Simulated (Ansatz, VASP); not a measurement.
# Cross-check of GeN between VASP and Ansatz, part 2 of 2

Wanted: the spread between two codes on one cell, functional and k mesh. The cell is generated by rule, not measured, and may not be a known phase. The two relaxations start from unlike cells of this crystal (the structure described is Ansatz's start), so only their ends are compared.

VASP 6.6.1 and Ansatz 0.2.0.

So far: Set-up; VASP: relaxation of cell and atoms, RPBE.

The structure was built from a prototype and need not be the compound's stable phase.

### Step 3. Ansatz: relaxation of cell and atoms, RPBE

Level of this step: Ansatz beside VASP: Kohn-Sham DFT, plane waves, RPBE (Ansatz).

Ansatz runs on its default PAW (the set named soft_2) files.

Its own start cell and the same functional, mesh and smearing now go to Ansatz, which takes its cutoff from its data sets.

input.yaml reads:

```yaml
crystal:
  lattice:
    - [0.0, -2.2600334388, -2.2600334388]
    - [4.5200668776, 2.2600334388, -2.2600334388]
    - [2.2600334388, -4.5200668776, 2.2600334388]
  atoms:
    - { symbol: Ge, position: [0.7455405279, 0.7504136269, 0.5089189442] }
    - { symbol: Ge, position: [0.5044594721, 0.4995863731, -0.0089189442] }
    - { symbol: Ge, position: [0.2544594721, 0.2495863731, 0.4910810558] }
    - { symbol: Ge, position: [-0.0044594721, 0.0004136269, 0.0089189442] }
    - { symbol: "N", position: [0.625, 0.125, 0.75] }
    - { symbol: "N", position: [0.3917097252, 0.9178920646, 0.2165805496] }
    - { symbol: "N", position: [0.125, 0.625, 0.75] }
    - { symbol: "N", position: [0.8582902748, 0.3321079354, 0.2834194504] }
kpoints:
  mp_grid: { grid: [10, 6, 10] }
hamiltonian:
  xc: rpbe
scf:
  occupations: { method: methfessel_paxton, width: 0.15 }
output:
  forces: true
  stress: true
  eigenvalues: true
relax:
  adjacent_minimum: "off"
  f_tol: 0.002
  max_steps: 120
  cell: { stress_tol: 0.03 }
```

Started as:

```bash
ansatz run input.yaml --threads 4 --pin off --max-ram 7168MiB --backend cpu --events-out ev --progress --plain --runs-dir out
```

Numbers of over 12 decimals in the logs are rounded to 6 here.

Log:

```text
Engine: ansatz 0.2.0, aarch64-unknown-linux-gnu
Pseudopotentials: kind: paw
Pseudopotential: Ge, paw, valence charge 14, recommended cutoff 420 eV (normal), Ge.paw.azcp
Pseudopotential: N, paw, valence charge 5, recommended cutoff 420 eV (normal), N.paw.azcp
Functional definition: RPBE
  parameter kappa = 0.804
  parameter beta = 0.066725
  exchange = rpbe_x(kappa = kappa, mu = beta*pi^2/3)
  correlation = pbe_c(beta = beta)
Crystal: 8 atoms, lattice volume = 92.350 Å³
Basis set: ecut = 420 eV, 1817 PW (Γ), exchange–correlation on 48×80×80 points (8 copies of the dense FFT grid, shifted against one another)
Bands: 46, of which v1, the nominal top of the filled ones, is band 38 counted from 1 (37 counted from 0)
Symmetry: 4 space group operations
Space group: C2/m (ITA 12), of the structure as read, at distance tolerance 4.5e-5 Å
k-points: 172 of 600
Non-local potential: Ge, projectors of the file, l = 0: 2, l = 1: 2, l = 2: 3, l = 3: 1
Non-local potential: N, projectors of the file, l = 0: 2, l = 1: 2, l = 2: 1
PAW form: soft (Blöchl's): semilocal exchange-correlation on the pseudo side does not see the compensation charge
PAW frozen core: Ge, regenerated for the run's functional, and the local potential with it (the file was generated under x = pbe(κ = 0.804, μ = 0.219515), c = pbe(β = 0.066725))
PAW frozen core: N, regenerated for the run's functional, and the local potential with it (the file was generated under x = pbe(κ = 0.804, μ = 0.219515), c = pbe(β = 0.066725))
PAW one-centre angular grid: Ge, 590 points (default); XC on 64 Gauss nodes
PAW one-centre angular grid: N, 110 points (default); XC on 64 Gauss nodes
Initial density: superposition of atomic densities (neutral atoms: chi_scale 0, normalization atom), corrected by the library's trained network
Initial wavefunctions: pseudopotential atomic-orbital guess
Functional: x = rpbe, c = pbe(β = 0.066725)
SCF iter   1: F=—  HF=-18739.278884 eV  |F-HF|=—  |Δ(HF+E_count)|=         —  Δρ=5.15e-3  dr2=2.15e-2  ethr=1.77e-3  ⟨swp⟩=5.6  Hψ=28974  notcnv=0
preconditioner: auto → Kerker (q_TF=auto, 2.641 Å⁻¹)  [metal: Δε(μ)=0.001 eV  Ē_g=20.228 eV  σ=0.150 eV  W_gap=0.01  n_scr=28 (ndim 8)  ℏωp=33.7 eV  f_vac=0.000  D(μ)=2.41/eV (n_scr^D=12)]
SCF iter   2: F=—  HF=-18739.275001 eV  |F-HF|=—  |Δ(HF+E_count)|=   3.88e-3  S|Δr|=    0.00e0  Δρ=2.52e-3  dr2=7.07e-3  ethr=2.83e-5  ⟨swp⟩=2.0  Hψ=12728  notcnv=0
SCF iter   3: F=—  HF=-18739.274375 eV  |F-HF|=—  |Δ(HF+E_count)|=   6.27e-4  S|Δr|=    0.00e0  Δρ=1.05e-3  dr2=1.33e-3  ethr=9.30e-6  ⟨swp⟩=2.8  Hψ=14127  notcnv=0
SCF iter   4: F=—  HF=-18739.274162 eV  |F-HF|=—  |Δ(HF+E_count)|=   2.13e-4  S|Δr|=    0.00e0  Δρ=3.30e-4  dr2=1.47e-4  ethr=1.75e-6  ⟨swp⟩=2.6  Hψ=11877  notcnv=0
SCF iter   5: F=—  HF=-18739.274133 eV  |F-HF|=—  |Δ(HF+E_count)|=   2.90e-5  S|Δr|=    0.00e0  Δρ=1.02e-4  dr2=1.37e-5  ethr=1.93e-7  ⟨swp⟩=2.0  Hψ=14045  notcnv=0
SCF iter   6: F=—  HF=-18739.274153 eV  |F-HF|=—  |Δ(HF+E_count)|=   2.03e-5  S|Δr|=    0.00e0  Δρ=3.65e-5  dr2=1.16e-6  ethr=1.80e-8  ⟨swp⟩=2.0  Hψ=14044  notcnv=0
SCF iter   7: F=—  HF=-18739.274153 eV  |F-HF|=—  |Δ(HF+E_count)|=   6.44e-7  S|Δr|=    0.00e0  Δρ=1.33e-5  dr2=1.42e-7  ethr=1.53e-9  ⟨swp⟩=2.0  Hψ=14034  notcnv=0
SCF iter   8: F=-18739.274153 eV  HF=-18739.274153 eV  |F-HF|=1.93e-8  |Δ(HF+E_count)|=   8.98e-8  S|Δr|=    0.00e0  Δρ=4.80e-6  dr2=2.63e-8  ethr=1.32e-10  ⟨swp⟩=8.0  Hψ=30232  notcnv=0
SCF 1 converged in 8 iterations: F = -18739.274153 eV  dr2 = 2.63e-8
  greatest PAW one-centre occupation: 0.999 electrons in one spin orbital (limit 2), on the Ge atom at site 3 (counted from 0), in its partial waves of l = 2
relax step   1: F+E_penalty+E_count = -18739.27415258 eV  Δ(F+E_penalty+E_count) = +0.000e0 eV  max|allowed force component| = 5.529e-1 eV/Å  Δτ_max = 0.0000 Å  P = +2.704 GPa  Ω = 92.350 Å³  (8 SCF iters, dr2 threshold 1.00e-7 eV, accepted)
[...]
relax step  29: F+E_penalty+E_count = -18741.36521317 eV  Δ(F+E_penalty+E_count) = +2.006e-4 eV  max|allowed force component| = 9.451e-4 eV/Å  Δτ_max = 0.0028 Å  P = +0.005 GPa  Ω = 108.398 Å³  energy of the carried Pulay correction = -2.569e-4 eV  (5 SCF iters, dr2 threshold 1.66e-8 eV, accepted)
[...]
relax step  30: F+E_penalty+E_count = -18741.36548331 eV  Δ(F+E_penalty+E_count) = -2.701e-4 eV  max|allowed force component| = 9.592e-4 eV/Å  Δτ_max = 0.0000 Å  P = +0.006 GPa  Ω = 108.398 Å³  stress off target by 1.62e-2 GPa  SCF on the basis re-selected at this cell (its energy is not comparable with the rows above)  (6 SCF iters)
basis re-selected at this cell: Δ(F+E_penalty+E_count) = -2.701e-4 eV, ΔP = +0.001 GPa vs the last step (what re-selecting the basis moved, of the pressure what is left beyond the Pulay correction that the steps carried, after the strain that the cell walked since its last selection, with what the two solves' SCF thresholds leave and, on support functions, any second-order correction that the steps lacked; it is no m [...]
SCF converged after 6 iterations
Stability not checked: this state was not tested for a lower state beside it, because cold or Methfessel-Paxton smearing, or corrected tetrahedra, fill the levels in a way that the test cannot read (fill_not_monotonic; see scf.lower_state_search)
Free energy (F): -18741.365483 eV
Harris-Foulkes:  -18741.365483 eV  (|F-HF|=0.00e0)
Internal energy: -18741.365900 eV  (E = F + TS)
E sigma→0 (E₀):  -18741.365587 eV
Entropy (-TS):   0.000417 eV (0.052 meV/atom)
Fermi energy:    9.897888 eV
Step filling:    the computed levels leave a gap of 0.0100 eV = 0.1 smearing widths at the electron count; against every level under it full and every level over it empty, smearing changes F+E_penalty+E_count by +0.149 meV and its σ→0 estimate by +0.045 meV
--- Per-component energies (eV) ---
  E_band       = -513.303115
  E_kinetic    = 959.456880
  E_local      = -10443.117566  (includes V_loc(G=0)·N_el)
  E_nonlocal   = 1855.174615
  E_hartree    = 4497.131060
  E_xc         = -540.432146
  E_vxc        = -559.694816  (∫ρ·V_xc dr)
  E_paw        = -8615.727869  (= ΣΔE_a)
  E_vpaw       = -1319.386224  (= ΣTr[D̂ρ^β])
  E_aug_tail   = 0.001885  (compensation charges beyond the density's cutoff)
  E_ewald      = -6453.051970
  E_core_change = -0.800789  (= ΣΔE_core)
  E_smearing   = 0.000417  (= −TS)
  E_closure    = 0.000000  (closes the sum)
  Σ components = -18741.365483   (vs F -18741.365483, Δ=0.00e0)
--- Forces (eV/Å), atoms counted from 1 ---
  atom   1  Ge    -0.00008545     0.00090265    -0.00090265
  atom   2  Ge     0.00008545    -0.00090265     0.00090265
  atom   3  Ge    -0.00095924     0.00084928    -0.00084928
  atom   4  Ge     0.00095924    -0.00084928     0.00084928
  atom   5  N      0.00000000     0.00000000     0.00000000
  atom   6  N     -0.00058514     0.00057211    -0.00057211
  atom   7  N      0.00000000     0.00000000     0.00000000
  atom   8  N      0.00058514    -0.00057211     0.00057211
  max |Σ_I F_I| component: 1.08e-19 eV/Å
--- Stress (GPa, compression-positive) ---
        0.006725       0.007702      -0.007702
        0.007702       0.005193       0.001497
       -0.007702       0.001497       0.005193
  P = ⅓ Tr σ = 0.0057 GPa (0.057 kbar)
--- Band table (eV; the first three rows and the last of 172) ---
  k-point 0: bands = [... 34 lower, 7.2309, 8.2328, 8.5712, 9.7472, 11.9066, 12.2098, 12.8597, 13.3174, ... 4 higher]
  k-point 1: bands = [... 34 lower, 7.3034, 8.0481, 8.5562, 9.9734, 11.3646, 12.4002, 13.0055, 13.1867, ... 4 higher]
  k-point 2: bands = [... 34 lower, 7.5095, 7.7206, 8.5116, 10.4097, 10.5843, 12.2403, 13.0558, 13.4778, ... 4 higher]
  k-point 171: bands = [... 34 lower, 7.1538, 7.8954, 7.9762, 8.4080, 9.2432, 11.8160, 12.6407, 12.9741, ... 4 higher]
--- Relaxed structure (26 steps of the walk, 25 accepted, 4 SCFs on fresh bases) ---
  F+E_penalty+E_count = -18741.36548331 eV   max|allowed force component| = 9.592e-4 eV/Å   (the final SCF, on the basis selected at the relaxed cell)
  cell:  # Å, volume = 108.3981 Å³
    - [-5.551115123125783e-17, -2.088649, -2.088649]
    - [5.770032, 3.208056, -3.208056]
    - [1.651810, -4.623202, 2.534554]
  atoms:
    - { symbol: Ge, position: [0.768267, 0.574207, 0.463465] }
    - { symbol: Ge, position: [0.481733, 0.675793, 0.036535] }
    - { symbol: Ge, position: [0.247116, 0.174671, 0.505767] }
    - { symbol: Ge, position: [0.00288375, 0.075329, -0.0057675] }
    - { symbol: N, position: [0.625000, 0.125000, 0.75] }
    - { symbol: N, position: [0.424262, 0.959709, 0.151476] }
    - { symbol: N, position: [0.125000, 0.625000, 0.750000] }
    - { symbol: N, position: [0.825738, 0.290291, 0.348524] }
```

### Step 4. Side by side

Known differences besides the potentials themselves: the cutoff is 420 eV in Ansatz and 600 eV in VASP; Ansatz makes its cores anew for this functional, VASP keeps those of its PBE data sets; Ansatz adds a Pulay correction to the stress that steers its cell, VASP none. Total energies have different zeros and are not compared.

The two programs side by side:

```
                                         quantity  Ansatz    VASP  difference
                                      volume (Å³)  108.40  108.04     +0.33 %
edge a after relaxation, in the typed setting (Å)   2.954   2.954     +0.00 %
edge b after relaxation, in the typed setting (Å)   7.340   7.321     +0.26 %
edge c after relaxation, in the typed setting (Å)   5.525   5.521     +0.07 %
```

### Step 5. What came out

| Item | Value |
| --- | --- |
| difference in volume (relaxation of cell and atoms, RPBE) | 0.33 % |

In words: The difference in volume is 0.33 % (relaxation of cell and atoms, RPBE), within the 1.2 % picked in this series as the mark of a large difference, as far as the stopping tolerances let one tell. How closely two codes agree says nothing of how well the functional describes the real material.

[Lines on the potential files, build, host, timing and source positions are cut from VASP's logs without a mark.]

[Logs are printed without paths, hosts, clocks, repeated set-up lines and the standing remarks that a program may print on its own settings, such as how far it seeks lower states.]

[Hosts, paths, dates, database ids (printed as entryN), source tags and the programs' standing remarks are cut or masked in the printed files.]
